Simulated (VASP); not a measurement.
CdHg2 (space group Fmmm): computed properties

These are PBEsol GGA, VASP's PBE PAW potentials (set 64) (plane waves; VASP 6.6.1) values and carry that method's errors.

For CdHg$_{2}$, the space group is Fmmm (69) and the cell is a = 2.887 Å, b = 5.705 Å, c = 16.482 Å, α = 90.00°, β = 90.00°, γ = 90.00°. The volume per atom comes out as 22.62 Å³/atom, the band gap (over mesh and band path) is none (metal, semimetal or under 0.01 eV) and the density comes out as 12.57 g/cm³.

```yaml
crystal:
  lattice:
    - [0.00000, 2.85248, 8.24118]
    - [1.44352, 0.00000, 8.24118]
    - [1.44352, 2.85248, 0.00000]
  atoms:
    - { symbol: Cd, position: [0.00000, 0.00000, 0.00000] }
    - { symbol: Hg, position: [0.33429, 0.33429, 0.66571] }
    - { symbol: Hg, position: [0.66571, 0.66571, 0.33429] }
```

Unless said otherwise, spin-orbit coupling is left out, though it shifts the bands of the heavy elements here.

The structure comes from a computed database's CdHg2 entry (Fmmm); how it stands against other phases isn't given here. It was relaxed first, which changed the volume by -18 %. Symmetry was kept, so distortions that lower it aren't found.
